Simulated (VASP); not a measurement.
FCdCl, in a box:

```xyz
3
Lattice="10.0000 0.0000 0.0000 0.0000 14.0000 0.0000 0.0000 0.0000 10.0000" Properties=species:S:1:pos:R:3 pbc="T T T"
F     4.5292    9.0545    4.9828
Cd    4.9757    7.1781    5.0301
Cl    5.4968    4.9875    5.0852
```

Program: VASP 6.6.1. Alike in all runs: task single point; no spin polarisation; cell as given; k mesh 1 × 1 × 1; smearing gaussian 0.01 eV.

Order these runs on this cell by their band gap on the k mesh, lowest first.
A. level r2SCAN0; potentials or basis VASP PAW PBE potentials, release 64 (F_s, Cd, Cl); cutoff (eV) 400; grid for exact exchange (PRECFOCK) Fast; exchange at q = 0 truncated
B. level B3LYP+D3(BJ); potentials or basis VASP PAW PBE potentials, release 64 (F_s, Cd, Cl); cutoff (eV) 400; grid for exact exchange (PRECFOCK) Normal; exchange at q = 0 default
C. level PBE; potentials or basis VASP PAW PBE potentials, release 64 (F, Cd, Cl); cutoff (eV) 520

C (4.54 eV), B (6.24 eV), A (7.21 eV).

